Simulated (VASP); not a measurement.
Data:

```
CrO2
1.0
    4.48533     0.00000     0.00000
    0.00000     4.48533     0.00000
    0.00000     0.00000     2.94908
Cr O
2 4
Direct
  0.00000   0.00000   0.00000
  0.50000   0.50000   0.50000
  0.30384   0.30384   0.00000
  0.80384   0.19616   0.50000
  0.19616   0.80384   0.50000
  0.69616   0.69616   0.00000
```
Starting moments (μB, in the order of the record's atoms Cr Cr O O O O): 2.2 2.2 -0.1 -0.1 -0.1 -0.1.

Level of theory: RPBE GGA, VASP's PBE PAW potentials (set 64) (plane waves; VASP 6.6.1). Numerical set-up: 520 eV cut-off, 8×8×12 Γ-centred mesh, tetrahedra with Blöchl corrections, potentials Cr_pv O.

Task: Estimate the cell moment, energy per atom (σ→0), band gap (on the k-mesh) with the smallest direct gap where there is one.

Result: 
```yaml
band gap (on the k-mesh): none (metal, semimetal or under 0.01 eV)
cell_moment: 4.00 μB
energy per atom (σ→0): -7964 meV/atom
```

Task: Give the moment on each site (PAW-sphere projection).

Result: 
| site | moment (μB) |
|---|---|
| Cr1 | 2.15 |
| Cr2 | 2.15 |
| O3 | -0.10 |
| O4 | -0.10 |
| O5 | -0.10 |
| O6 | -0.10 |

Total energies compare only between runs with the same potentials, cut-off and functional.

The compound is CrO2 in the rutile structure. It was relaxed first.
